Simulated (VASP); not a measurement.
Input for VASP

### INCAR
```
SYSTEM=MoS
PREC=Accurate; ENCUT=400; LREAL=.False.
LASPH=.True.
EDIFF=1E-6; NELM=100; ALGO=Normal
LMAXMIX=4
ISMEAR=1; SIGMA=0.1
GGA=PS
IBRION=2; NSW=60; ISIF=3
EDIFFG=-0.01
LWAVE=.False.; LCHARG=.False.
```

**POSCAR**
```
MoS
1
    0.0000000000     2.7972000000     2.7972000000
    2.7972000000     0.0000000000     2.7972000000
    2.7972000000     2.7972000000     0.0000000000
Mo S
1 1
Direct
  0.0000000000   0.0000000000   0.0000000000
  0.5000000000   0.5000000000   0.5000000000
```

KPOINTS:
```
kpoints
0
Gamma
  10 10 10
0 0 0
```

POTCAR, in this order: Mo_sv S (PBE.64 set). Program: vasp_std.

Question: Write an equivalent input for Ansatz.

Answer: One equivalent input (not run):
Ansatz 0.2 input:
```yaml
crystal:
  lattice:
    - [0.0000000, 2.7972000, 2.7972000]
    - [2.7972000, 0.0000000, 2.7972000]
    - [2.7972000, 2.7972000, 0.0000000]
  atoms:
    - { symbol: Mo, position: [0.0000000, 0.0000000, 0.0000000] }
    - { symbol: S, position: [0.5000000, 0.5000000, 0.5000000] }
kpoints:
  mp_grid: { grid: [10, 10, 10] }
hamiltonian:
  xc: pbesol
  pseudopotentials: { kind: paw }
scf:
  occupations: { method: methfessel_paxton, width: 0.1 }
  max_iter: 100
relax:
  max_steps: 60
  f_tol: 0.01
  cell: {}
output: { forces: true, stress: true, eigenvalues: true }
```
Limits of the translation: each code has its own PAW files, so the cut-off isn't converted (ENCUT is set for VASP's; basis.ecutwfc is left out, and Ansatz then takes the one that its files recommend); Ansatz stops its SCF on the density residual and VASP on the energy change (EDIFF).

The structure was generated: MoS was put into the rock salt type (Fm-3m), which need not be its known phase. This run relaxes it. Symmetry was kept, so distortions that lower it aren't found.
